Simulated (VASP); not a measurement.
Computed with optB86b-vdW, VASP's PBE PAW potentials (set 64) (plane waves; VASP).

Input for VASP

**INCAR**
```
SYSTEM  =  CsPbBr3
PREC  =  Accurate; ENCUT  =  520; LREAL  =  F
LASPH  =  T; ICHARG  =  11
EDIFF  =  1E-7; NELM  =  100; ALGO  =  Normal
LMAXMIX  =  4
ISMEAR  =  0; SIGMA  =  0.05
GGA  =  MK; LUSE_VDW  =  T; AGGAC  =  0.0
PARAM1  =  0.1234; PARAM2  =  1.0
LWAVE  =  F; LCHARG  =  F; LORBIT  =  11
```

File POSCAR:
```
CsPbBr3
1
    5.9073392104     0.0000000000     0.0000000000
    0.0000000000     5.9073392104     0.0000000000
    0.0000000000     0.0000000000     5.9073392104
Cs Pb Br
1 1 3
Direct
  0.0000000000   0.0000000000   0.0000000000
  0.5000000000   0.5000000000   0.5000000000
  0.5000000000   0.0000000000   0.5000000000
  0.0000000000   0.5000000000   0.5000000000
  0.5000000000   0.5000000000   0.0000000000
```

File KPOINTS:
```
k-points along high-symmetry lines
15
Line-mode
Reciprocal
  0.000000   0.000000   0.000000 ! GAMMA
  0.000000   0.500000   0.000000 ! X

  0.000000   0.500000   0.000000 ! X
  0.500000   0.500000   0.000000 ! M

  0.500000   0.500000   0.000000 ! M
  0.000000   0.000000   0.000000 ! GAMMA

  0.000000   0.000000   0.000000 ! GAMMA
  0.500000   0.500000   0.500000 ! R

  0.500000   0.500000   0.500000 ! R
  0.000000   0.500000   0.000000 ! X

  0.500000   0.500000   0.500000 ! R
  0.500000   0.500000   0.000000 ! M
```

POTCAR, in this order: Cs_sv Pb_d Br (PBE.64 set). Program: vasp_std. Read from the step before: CHGCAR.

Output

### OUTCAR
```
 ion  position               nearest neighbor table
   1  0.000  0.000  0.000-
   2  0.500  0.500  0.500-   3 2.95   4 2.95   5 2.95   5 2.95   3 2.95   4 2.95
   3  0.500  0.000  0.500-   2 2.95   2 2.95
   4  0.000  0.500  0.500-   2 2.95   2 2.95
   5  0.500  0.500  0.000-   2 2.95   2 2.95
  LATTYP: Found a simple cubic cell.
 ALAT       =     5.9073392104
 Subroutine PRICEL returns:
 Original cell was already a primitive cell.
 Subroutine GETGRP returns: Found 48 space group operations
The static configuration has the point symmetry O_h .
The dynamic configuration has the point symmetry O_h .
 Subroutine INISYM returns: Found 48 space group operations
   k-points           NKPTS =     90   k-points in BZ     NKDIM =     90   number of bands    NBANDS=     26
   number of dos      NEDOS =    301   number of ions     NIONS =      5
   total plane-waves  NPLWV = 110592
   dimension x,y,z NGX =    48 NGY =   48 NGZ =   48
   dimension x,y,z NGXF=    96 NGYF=   96 NGZF=   96
   ions per type =               1   1   3
   PREC   = accura    normal or accurate (medium, high low for compatibility)
   ISTART =      0    job   : 0-new  1-cont  2-samecut
   ICHARG =     11    charge: 1-file 2-atom 10-const
   ISPIN  =      1    spin polarized calculation?
   LNONCOLLINEAR =      F non collinear calculations
...
```

OSZICAR:
```
       N       E                     dE             d eps       ncg     rms          rms(c)
DAV:   1     0.411671762483E+03    0.41167E+03   -0.18890E+04  4680   0.150E+03
DAV:   2     0.446086066122E+02   -0.36706E+03   -0.35931E+03  5776   0.331E+02
DAV:   3    -0.231438557215E+01   -0.46923E+02   -0.46218E+02  5756   0.128E+02
DAV:   4    -0.420422333062E+01   -0.18898E+01   -0.18754E+01  5648   0.328E+01
DAV:   5    -0.427608190150E+01   -0.71859E-01   -0.71752E-01  6006   0.538E+00
DAV:   6    -0.427887401647E+01   -0.27921E-02   -0.27916E-02  6282   0.116E+00
DAV:   7    -0.427897768295E+01   -0.10367E-03   -0.10366E-03  6210   0.181E-01
DAV:   8    -0.427898116733E+01   -0.34844E-05   -0.34843E-05  6798   0.345E-02
DAV:   9    -0.427898120230E+01   -0.34976E-07   -0.34908E-07  5012   0.271E-03
   1 F= -.42789812E+01 E0= -.42789812E+01  d E =-.193913E-10
```

**OUTCAR**
```
 val. band max:        0.9633326609   @ k =   0.5000   0.5000   0.5000

 cond. band min:       2.5815673053   @ k =   0.5000   0.5000   0.5000



 k-point     1 :       0.0000    0.0000    0.0000
  band No.  band energies     occupation
      1     -20.3966      2.00000
      2     -15.8089      2.00000
      3     -15.8089      2.00000
      4     -15.6638      2.00000
      5     -15.6638      2.00000
      6     -15.6638      2.00000
      7     -13.6636      2.00000
      8     -12.9877      2.00000
      9     -12.9877      2.00000
     10      -7.1749      2.00000
     11      -7.1749      2.00000
     12      -7.1749      2.00000
     13      -6.0185      2.00000
     14      -3.1659      2.00000
     15      -3.1659      2.00000
     16      -3.1659      2.00000
     17      -1.0403      2.00000
     18      -1.0403      2.00000
     19      -1.0403      2.00000
     20      -0.9267      2.00000
     21      -0.9267      2.00000
     22      -0.9267      2.00000
     23       3.9817      0.00000
     24       5.1074      0.00000
     25       5.1074      0.00000
     26       5.9332      0.00000

 k-point     2 :       0.0000    0.0357    0.0000
  band No.  band energies     occupation
      1     -20.3966      2.00000
      2     -15.8089      2.00000
      3     -15.8082      2.00000
      4     -15.6639      2.00000
      5     -15.6639      2.00000
      6     -15.6639      2.00000
      7     -13.6622      2.00000
      8     -12.9903      2.00000
      9     -12.9877      2.00000
     10      -7.1748      2.00000
     11      -7.1748      2.00000
     12      -7.1748      2.00000
     13      -6.0314      2.00000
     14      -3.1648      2.00000
     15      -3.1648      2.00000
     16      -3.1411      2.00000
     17      -1.0420      2.00000
     18      -1.0417      2.00000
     19      -1.0417      2.00000
     20      -0.9283      2.00000
     21      -0.9283      2.00000
     22      -0.9282      2.00000
     23       3.9946      0.00000
...
```

The density is held fixed in this step, so its total energy and stress have no physical meaning. Unless said otherwise, spin-orbit coupling is left out, though it shifts the bands of the heavy elements here.

The compound is CsPbBr3 in the cubic perovskite structure, the ideal cubic form; the compound distorts at low or room temperature. It was relaxed first.
